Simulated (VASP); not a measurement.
An input for Ansatz (written as the equivalent of a VASP run, and not itself run):

Ansatz 0.2 input:
```yaml
crystal:
  lattice:
    - [0.0000000, 3.2062663, 3.2062663]
    - [3.2062663, 0.0000000, 3.2062663]
    - [3.2062663, 3.2062663, 0.0000000]
  atoms:
    - { symbol: Na, position: [0.0000000, 0.0000000, 0.0000000] }
    - { symbol: I, position: [0.5000000, 0.5000000, 0.5000000] }
kpoints:
  mp_grid: { grid: [7, 7, 7] }
hamiltonian:
  xc: pbe
  dispersion: d4
  pseudopotentials: { kind: paw }
scf:
  occupations: { method: gaussian, width: 0.05 }
  max_iter: 100
relax:
  max_steps: 60
  f_tol: 0.01
  cell: {}
output: { forces: true, stress: true, eigenvalues: true }
```

Task: Write the VASP files for the same calculation (PBE-D4).

Result: Several could match; the one computed here: 
INCAR:
```
LREAL = .False.
ENCUT = 520
ALGO = Normal   # blocked Davidson
IBRION = 2
LASPH = .True.   # aspherical one-centre terms
LMAXMIX = 4   # l cut-off of mixed one-centre charges
PREC = Accurate
GGA = PE   # PBE
SIGMA = 0.05   # width (eV)
LWAVE = .False.
LCHARG = .False.
SYSTEM = NaI
IVDW = 13   # D4
NELM = 100   # most electronic steps
NSW = 60
EDIFF = 1E-6   # SCF stop (eV)
ISIF = 3
EDIFFG = -0.01   # ionic stop
ISMEAR = 0
```

**KPOINTS**
```
Automatic mesh
0
Gamma
7 7 7
0 0 0
```

**POSCAR**
```
NaI
1
    0.0000000000     3.2062662598     3.2062662598
    3.2062662598     0.0000000000     3.2062662598
    3.2062662598     3.2062662598     0.0000000000
Na I
1 1
Direct
  0.0000000000   0.0000000000   0.0000000000
  0.5000000000   0.5000000000   0.5000000000
```

POTCAR, in this order: Na_pv I (PBE.64 set). Program: vasp_std.

The two are equivalent in intent, not identical: each code has its own PAW files, so the cut-off isn't converted (ENCUT is set for VASP's; basis.ecutwfc is left out, and Ansatz then takes the one that its files recommend); Ansatz stops its SCF on the density residual and VASP on the energy change (EDIFF).

The compound is NaI in the rock salt structure. It was relaxed first. The start is the result of an earlier pass.
